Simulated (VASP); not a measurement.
```
TiS
1.0
    3.43185     0.00000     0.00000
   -1.71592     2.97207     0.00000
    0.00000     0.00000     7.12809
Ti S
2 2
Cartesian
  0.00000   1.98138   0.17909
  1.71593   0.99069   3.74314
  0.00000   1.98138   2.49394
  1.71593   0.99069   6.05799
```

All values below come from PBEsol GGA, VASP's PBE PAW potentials (set 64) (plane waves; VASP). Settings: 400 eV cut-off, Gaussian smearing of 0.050 eV, potentials Ti_sv S.

Problem. Give the energies of bands 11 to 21 at the high-symmetry points, in eV from the Fermi level.

Solution. 
| band | Γ | M | K | A | L | H |
|---|---|---|---|---|---|---|
| 11 | -6.64 | -6.24 | -5.75 | -5.99 | -6.30 | -5.59 |
| 12 | -5.27 | -6.17 | -5.42 | -5.99 | -6.30 | -5.59 |
| 13 | -3.62 | -4.92 | -5.13 | -3.41 | -4.69 | -5.48 |
| 14 | -3.62 | -4.68 | -5.13 | -3.41 | -4.69 | -5.48 |
| 15 | -3.16 | -4.08 | -4.60 | -3.41 | -3.74 | -4.14 |
| 16 | -3.16 | -3.32 | -4.60 | -3.41 | -3.74 | -4.14 |
| 17 | -0.47 | -1.35 | -0.47 | 0.29 | -0.83 | -0.49 |
| 18 | 0.10 | -0.61 | -0.41 | 0.29 | -0.83 | -0.49 |
| 19 | 0.10 | 0.48 | 0.05 | 0.38 | 0.58 | 0.10 |
| 20 | 0.61 | 1.08 | 0.05 | 0.38 | 0.58 | 0.10 |
| 21 | 0.62 | 1.11 | 1.00 | 0.38 | 1.44 | 1.29 |

It has no gap at this level: it comes out as a metal or semimetal.

The structure was generated: TiS was put into the wurtzite type (P6_3mc), which need not be its known phase. It was relaxed first, which changed the volume by -37 %.
